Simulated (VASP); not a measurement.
An input for Quantum ESPRESSO's pw.x (written as the equivalent of a VASP run, and not itself run):

```
&CONTROL
  calculation = 'scf'
  pseudo_dir = './pseudo'
  outdir = './out'
  tprnfor = .true.
  tstress = .true.
/
&SYSTEM
  ibrav = 0
  nat = 1
  ntyp = 1
  ecutwfc = 70
  occupations = 'smearing'
  smearing = 'methfessel-paxton'
  degauss = 0.00735
  input_dft = 'pbe'
/
&ELECTRONS
  conv_thr = 7.3e-08
  electron_maxstep = 100
/
ATOMIC_SPECIES
  In 114.818 In.upf
CELL_PARAMETERS angstrom
    -1.6250000    1.6250000    2.4750000
     1.6250000   -1.6250000    2.4750000
     1.6250000    1.6250000   -2.4750000
ATOMIC_POSITIONS crystal
  In   0.0000000  0.0000000  0.0000000
K_POINTS automatic
  12 12 12 0 0 0
```

Task: Translate this input to VASP (INCAR, KPOINTS, POSCAR, choice of POTCAR).

Result: One answer among several that fit: 
### POSCAR
```
In
1
   -1.6250000000     1.6250000000     2.4750000000
    1.6250000000    -1.6250000000     2.4750000000
    1.6250000000     1.6250000000    -2.4750000000
In
1
Direct
  0.0000000000   0.0000000000   0.0000000000
```

### KPOINTS
```
kpoints
0
Gamma
12 12 12
0 0 0
```

### INCAR
```
SYSTEM = In
PREC = Accurate
ENCUT = 400
EDIFF = 1E-6
NELM = 100
ALGO = Normal
LREAL = .FALSE.
LASPH = .TRUE.
ISMEAR = 1
SIGMA = 0.1
GGA = PE
LMAXMIX = 4
LWAVE = .FALSE.
LCHARG = .FALSE.
ISIF = 2
```

POTCAR, in this order: In_d (PBE.64 set). Program: vasp_std.

The two are equivalent in intent, not identical: the potentials are each code's own (VASP's PAW set, PseudoDojo norm-conserving files in pw.x), so ENCUT and ecutwfc are chosen apart and not converted; conv_thr bounds pw.x's estimated SCF error, while EDIFF bounds the energy change between steps.

The compound is In in the bct structure. The cell was not relaxed at this level.
